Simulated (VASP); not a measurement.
An input for Quantum ESPRESSO's pw.x (written as the equivalent of a VASP run, and not itself run):

```
&CONTROL
  calculation = 'vc-relax'
  pseudo_dir = './pseudo'
  outdir = './out'
  tprnfor = .true.
  tstress = .true.
  nstep = 40
  forc_conv_thr = 0.00078
/
&SYSTEM
  ibrav = 0
  nat = 2
  ntyp = 2
  ecutwfc = 102
  occupations = 'smearing'
  smearing = 'gaussian'
  degauss = 0.003675
  input_dft = 'pbesol'
/
&ELECTRONS
  conv_thr = 7.3e-08
  electron_maxstep = 100
/
&IONS
/
&CELL
/
ATOMIC_SPECIES
  Cd 112.414 Cd.upf
  Se 78.971 Se.upf
CELL_PARAMETERS angstrom
    -0.0000000    3.0396861    3.0396861
     3.0396861    0.0000000    3.0396861
     3.0396861    3.0396861   -0.0000000
ATOMIC_POSITIONS crystal
  Cd   0.0000000  0.0000000  0.0000000
  Se   0.2500000  0.2500000  0.2500000
K_POINTS automatic
  8 8 8 0 0 0
```

**Question.** Write the VASP files for the same calculation (PBEsol).

**Answer.** Several could match; the one computed here: 
File POSCAR:
```
CdSe
1
   -0.0000000000     3.0396860784     3.0396860784
    3.0396860784     0.0000000000     3.0396860784
    3.0396860784     3.0396860784    -0.0000000000
Cd Se
1 1
Direct
  0.0000000000   0.0000000000   0.0000000000
  0.2500000000   0.2500000000   0.2500000000
```

INCAR:
```
LMAXMIX=4   # l cut-off of mixed one-centre charges
LREAL=.FALSE.
NSW=40
ISMEAR=0   # Gaussian
ALGO=Normal   # blocked Davidson
LWAVE=.FALSE.
EDIFFG=-0.02
SIGMA=0.05
ENCUT=500   # plane-wave cut-off (eV)
IBRION=2
PREC=Accurate
GGA=PS
SYSTEM=CdSe
ISIF=3   # ions, shape and volume
EDIFF=1E-6   # SCF stop (eV)
LASPH=.TRUE.
NELM=100   # most electronic steps
LCHARG=.FALSE.
```

KPOINTS:
```
Automatic mesh
0
Gamma
8 8 8
0 0 0
```

POTCAR, in this order: Cd Se (PBE.64 set). Program: vasp_std.

The two are equivalent in intent, not identical: the potentials are each code's own (VASP's PAW set, PseudoDojo norm-conserving files in pw.x), so ENCUT and ecutwfc are chosen apart and not converted; conv_thr bounds pw.x's estimated SCF error, while EDIFF bounds the energy change between steps; forc_conv_thr acts on force components and is met together with etot_conv_thr.

The compound is CdSe in the zinc blende structure, whereas wurtzite is the usual form. This run relaxes it. Symmetry was kept, so distortions that lower it aren't found.
